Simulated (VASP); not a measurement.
Data:

```
NiSi2
1.0
    0.00000     2.69814     2.69814
    2.69814     0.00000     2.69814
    2.69814     2.69814     0.00000
Si Ni
2 1
Direct
  0.25000   0.25000   0.25000
  0.75000   0.75000   0.75000
  0.00000   0.00000   0.00000
```

All values below come from PBEsol GGA, VASP's PBE PAW potentials (set 64) (plane waves; VASP). Run with 400 eV cut-off, Gaussian smearing of 0.050 eV, potentials Si Ni.

### Question
Give the energies of bands 2 to 12 at the high-symmetry points, in eV from the Fermi level.

### Answer

```json
[
 {"band": "2", "Γ": "-5.28", "X": "-8.13", "U": "-8.93", "L": "-10.08", "W": "-8.96"},
 {"band": "3", "Γ": "-5.28", "X": "-7.35", "U": "-7.51", "L": "-4.86", "W": "-7.13"},
 {"band": "4", "Γ": "-5.28", "X": "-4.57", "U": "-5.04", "L": "-4.86", "W": "-6.82"},
 {"band": "5", "Γ": "-3.58", "X": "-4.57", "U": "-4.46", "L": "-3.79", "W": "-3.80"},
 {"band": "6", "Γ": "-3.58", "X": "-3.68", "U": "-3.87", "L": "-3.40", "W": "-3.80"},
 {"band": "7", "Γ": "-0.25", "X": "-3.68", "U": "-3.50", "L": "-3.40", "W": "-3.68"},
 {"band": "8", "Γ": "1.70", "X": "-3.51", "U": "-2.98", "L": "-1.47", "W": "-3.24"},
 {"band": "9", "Γ": "1.70", "X": "-3.17", "U": "-2.68", "L": "-1.47", "W": "-2.48"},
 {"band": "10", "Γ": "1.70", "X": "-0.44", "U": "0.17", "L": "1.74", "W": "2.22"},
 {"band": "11", "Γ": "2.23", "X": "1.31", "U": "3.59", "L": "1.79", "W": "2.22"},
 {"band": "12", "Γ": "2.23", "X": "7.74", "U": "4.69", "L": "1.79", "W": "4.57"}
]
```

It has no gap at this level: it comes out as a metal or semimetal.

The structure comes from a measured Si2Ni entry (Fm-3m) of the Crystallography Open Database, whose conditions weren't checked. It was relaxed first. The run is not spin-polarised, so no magnetic state was tried.
